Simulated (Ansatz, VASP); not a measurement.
One calculation of CuW3, two programs

```
Cu W
1.0
     4.95143    0.00000    0.00000
     0.00000    4.95143    0.00000
     0.00000    0.00000    4.95143
Cu W
2 6
Direct
  0.00000 0.00000 0.00000
  0.50000 0.50000 0.50000
  0.00000 0.50000 0.25000
  0.00000 0.50000 0.75000
  0.25000 0.00000 0.50000
  0.75000 0.00000 0.50000
  0.50000 0.75000 0.00000
  0.50000 0.25000 0.00000
```

Alike in both runs: functional PBE; k mesh 4 × 4 × 4; occupations gaussian, width 0.1 eV; no spin polarisation.

Ansatz relaxed the structure, and its values are those at the end. VASP's run is a single point on that final structure, the one shown.

```csv
,VASP,Ansatz
version,VASP 6.6.1,Ansatz 0.2.0
potentials or method,"VASP PAW PBE potentials, release 64 (Cu, W_sv)","scalar-relativistic, plane waves, PAW"
plane-wave cutoff (eV),520,420
valence electrons in the cell,106,122
```

```csv
,VASP,Ansatz,Ansatz less VASP
gap on the k mesh at the Fermi level (eV),none,none,-
pressure (GPa),0.8,0.0,-0.81
```

A gap of «none» marks a metal or a gap that the smearing closes. The two sets of potentials don't hold the same shells in valence.

The runs have no spin-orbit coupling, so splittings on W are missing.
